Q: I work with nickel parts under load, and I was given this calculated pressure curve. Going down the rows, the pressure first falls by 4 to 10 GPa at a time, then by only about 1.5 GPa between 10.940 and 11.030 Å³, and then by almost 5 GPa again. Does something happen to nickel there?

VASP 6.6.1 calculations of face-centred cubic nickel at fixed volumes, using the PBE functional, PAW potentials and collinear spins without spin-orbit coupling. All runs use a plane-wave cutoff of 520 eV, a 4 × 4 × 4 k-point mesh and Gaussian smearing of 0.1 eV. Pressure is positive in compression.

```tsv
volume (Å³/atom)	shortest distance (Å)	pressure (GPa)
9.745	2.398	24.720
10.066	2.424	14.950
10.388	2.449	6.830
10.709	2.474	-0.030
10.940	2.492	-4.190
11.030	2.499	-5.680
11.351	2.523	-10.470
11.673	2.546	-14.500
```

A: Nothing happens to the nickel there; the spacing of the rows changes. Seven of the volumes follow each other in even steps of about 0.32 Å³ per atom. The row at 10.940 sits between two of them, close to 11.030, so the volume step there is only 0.09 Å³. A small change of volume gives a small change of pressure.

Q: What is left of the break if I allow for that?

A: It disappears. Divide each pressure step by its volume step and you have the slope of the curve. Around the suspicious place the slope runs from -18.0 through -16.6 to -14.9 GPa per Å³. Over the whole table it becomes less steep at every step, without exception.

Q: So the pattern is a curve that flattens as the metal is stretched. Why does it flatten?

A: Two effects oppose each other, and both weaken with distance. The 3d electrons of neighbouring atoms bond and pull the atoms together. The outer s and p electrons, which are spread through the crystal, resist being squeezed into less room and against the atomic cores. This is the standard picture of a transition metal; the table holds only their combined result.

At zero pressure the pull and the push cancel. On compression both grow, but the push grows faster, so each further squeeze costs more than the last. On stretching the push fades quickly, and the metal yields more easily to further stretching.

Q: Can you put that in terms of a stiffness?

A: Yes. With $P$ the pressure and $V$ the volume per atom, the resistance to a uniform change of volume is the bulk modulus, $K=-V\,\mathrm{d}P/\mathrm{d}V$. Between the two smallest cells it is about 300 GPa, and between the two largest about 144 GPa. The stiffness therefore halves within a table whose shortest distance between atoms grows by only 6 % from end to end. A single modulus taken near zero pressure would serve badly at either end of this table.

Q: I understand why the curve bends. But why is it so smooth? Some materials show kinks when you squeeze them.

A: A kink needs something that changes abruptly, and here there is very little that could. The crystal is face-centred cubic with one atom per cell, so its shape is described by a single length. No atom can move to a new position inside the cell, and no bond can shorten at the expense of another. When the volume changes, all distances scale together.

The electrons have more freedom, but they don't use it. Every row is in the same ferromagnetic metallic state. In each of them the levels with majority spin are either below the Fermi level, and full or very nearly so, or well above it, and empty. A few minority-spin levels lie close to the Fermi level and are partly filled, yet over the whole range they shift by only about 0.01 eV relative to it.

That steadiness has two reasons. The minority d band is only partly filled, so the Fermi level lies within it and moves with it as the volume changes. The calculation also samples the electron waves on a coarse mesh. There every majority-spin level stays full or almost full, or empty, so the number of minority-spin electrons can hardly change either. A finer mesh should let the filling drift, though gradually. Here the energies all shift, but the filling hardly does. An energy built from the same filled levels at every volume changes smoothly, and so does its slope, which is the pressure.

Q: Your argument excludes large kinks. How would you find a small one, too small to see in a plot?

A: I would let the neighbours of a row predict its pressure. The mean of the two nearest neighbours is close, but it comes out too high because the curve is bent. The mean of the next pair out is too high by more. The excess grows with the square of the distance, so for the outer pair, twice as far away, it is four times as large.

The difference between the two means is thus three times the excess of the inner one. Subtracting a third of that difference from the inner mean removes the effect of the bend:

$$P_\text{smooth}=P_\text{near}-\tfrac13\,(P_\text{far}-P_\text{near})$$

This is the value of the cubic curve through the four neighbours. It has no adjustable constant, and the row being tested takes no part in its own prediction.

Q: Show me one row in full.

A: Take the row at 10.709 Å³, the one nearest to zero pressure. Its nearest evenly spaced neighbours have 6.83 and -5.68 GPa, with a mean of 0.575 GPa. The next pair has 14.95 and -10.47 GPa, with a mean of 2.24 GPa.

The means differ by 1.665 GPa, and a third of that is 0.555 GPa. The smooth value is therefore 0.575 - 0.555 = 0.02 GPa. The calculation gave -0.03 GPa, so this row lies 0.05 GPa below the smooth curve.

Q: And the extra row at 10.940, the one that misled me?

A: There the same kind of cubic has to allow for the uneven position, and it meets the computed pressure to within 0.01 GPa. That is no more than the rounding of the printed volume can cause. A straight line between the two neighbouring rows would have missed by ten times as much. The row that looked worst in the list of pressure steps is thus the one that fits best.

Q: But 10.709 misses by 0.05 GPa. Is that only rounding as well?

A: No, it is more than that. Rounding of the pressures can produce a miss of little more than 0.01 GPa in this test. The rows at 10.388 and 11.030 miss by similar amounts, but in the opposite direction. A gently bent curve that is merely not quite cubic would push all three the same way, so the alternation points to a small ripple.

Most of the ripple would go if the single row at 10.709 were raised by 0.05 GPa. I wouldn't convict that row on this evidence, though. The three tests share most of their data, and small errors in several rows could add up to the same pattern.

Q: Could the ripple be physics, some subtle change near zero pressure?

A: I see no sign of one. The magnetic state and the filling of the levels stay the same through these rows. There is also a second way to the pressure, which shows how finely the calculation can be read. The mean pressure over an interval must equal the fall in energy divided by the rise in volume.

I compared that with the mean of the directly computed pressures over three successive intervals. The two routes differ by 0.03 to 0.05 GPa, with changing sign. A ripple of the same size is therefore at the limit of what the calculation agrees on with itself, and it can't carry a physical story.

Q: Then where does it come from?

A: My guess is the numerical description of the electrons. They are represented by plane waves up to a fixed energy. As the cell grows, more waves fit under that limit, and they are added in whole numbers rather than continuously. The grid of points in space also changes in whole steps. Either could leave such a ripple, but it would take runs with a higher energy limit and a finer grid to show it.

Q: If I extended the table, where should I expect a real break?

A: Look for a level that is approaching the Fermi level. In these runs the one to watch is a filled majority-spin level of p rather than d character, at the point called L on the boundary of the Brillouin zone. In the smallest cell it lies 0.60 eV below the Fermi level, and in the largest only 0.19 eV. On stretching, the Fermi level sinks with the d band, and this level sinks more slowly. Its minority-spin partner, slightly lower, does the same.

If the level reached the Fermi level, it would begin to empty, and its electrons would move to minority-spin states. The magnetic moment would fall and the pressure curve would bend. In the largest cell the total moment has already slipped from 0.5937 to 0.5933 Bohr magnetons. That is about what the smearing of the occupations would take from this one level.

Q: Would that bend be a property of nickel or of the calculation?

A: Largely of the calculation. The mesh has only 64 points to stand for all electron waves in the crystal, and four of them are L points. When the level at L empties, the calculation behaves as if a sixteenth of a whole band had emptied at once. In a real crystal the filled states around L form a narrow neck of the Fermi surface, which would shrink gradually and then close, so its trace in the pressure would be far weaker.

The same coarseness explains why the moment hardly moves in the rest of the table. With every majority-spin level on the mesh either full or empty, the moment is fixed by counting, at 19/32 of a Bohr magneton. These rows therefore can't tell you how strongly the moment of real nickel depends on volume.

Q: And on the compressed side?

A: There the highest filled majority-spin d level is the one to watch. It lies 0.56 eV below the Fermi level in the smallest cell, and compression brings it closer by less than 0.01 eV per row. Nothing in these levels announces a break just beyond the table. A change to another crystal structure would be a genuine break, but these cells were all kept face-centred cubic, so it could not appear here.

Q: The curve is smooth to 0.05 GPa. May I trust the pressures to 0.05 GPa?

A: No. A coarse mesh can shift the whole curve and leave it perfectly smooth. As far as I recall, the zero-pressure lattice constant found here is roughly half a percent shorter than a well-converged calculation with the same functional gives. That is between one and two percent in volume, which near zero pressure is worth a few GPa. The mesh is the likely cause, though no finer one was run.

Q: What should I do, then, the next time a row looks odd?

A: Divide by the volume step first, because uneven spacing alone can look like a break. If a break remains, predict the row from its neighbours and compare the miss with the disagreement between energies and pressures. Only a miss clearly larger than that deserves a search for its cause. Check first that the run converged and used the same settings as its neighbours. Then look for a level that crosses the Fermi level, or for a change of magnetic state or structure. Before you use the pressures themselves, repeat a few volumes on a finer mesh.
